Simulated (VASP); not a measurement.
The system is Sn.

```xyz
2
Lattice="-2.9196 2.9196 1.5938 2.9196 -2.9196 1.5938 2.9196 2.9196 -1.5938" Properties=species:S:1:pos:R:3 pbc="T T T"
Sn    0.0000    0.0000    0.0000
Sn    0.0000    2.9196    0.7969
```

| Property | Result |
| --- | --- |
| Program | VASP 6.6.1 |
| Task | relaxation of cell and atoms |
| Functional | PBE |
| Potentials or basis | VASP PAW PBE potentials, release 64 (Sn_d) |
| Cutoff | 600 eV |
| k mesh | 19 × 19 × 19 |
| Occupations | fermi-dirac, width 0.05 eV |
| Spin | no spin polarisation |

At the start: pressure 2.3 GPa; volume 27.17 Å³/atom.

Where does the relaxation end?

Over 6 steps the energy falls by 9.0 meV/atom and the volume is 28.43 Å³/atom (+4.6 %); space group I4_1/amd (No. 141, to 0.05 Å).

Step by step:
```
step  energy change (eV)  largest force (eV/Å)  pressure (GPa)  volume (Å³)
   1              0.0000                0.0000            2.32        54.34
   2             -0.0165                0.0000           -0.53        57.50
   3             -0.0177                0.0000            0.00        56.84
   4             -0.0177                0.0000           -0.09        56.89
   5             -0.0179                0.0000           -0.11        56.88
   6             -0.0180                0.0000           -0.08        56.86
```

Final structure:
```
Sn
1.0
    -2.97659    2.97659    1.60428
     2.97659   -2.97659    1.60428
     2.97659    2.97659   -1.60428
Sn
2
Cartesian
  2.9766 2.9766 -1.6043
  0.0000 2.9766 0.8021
```
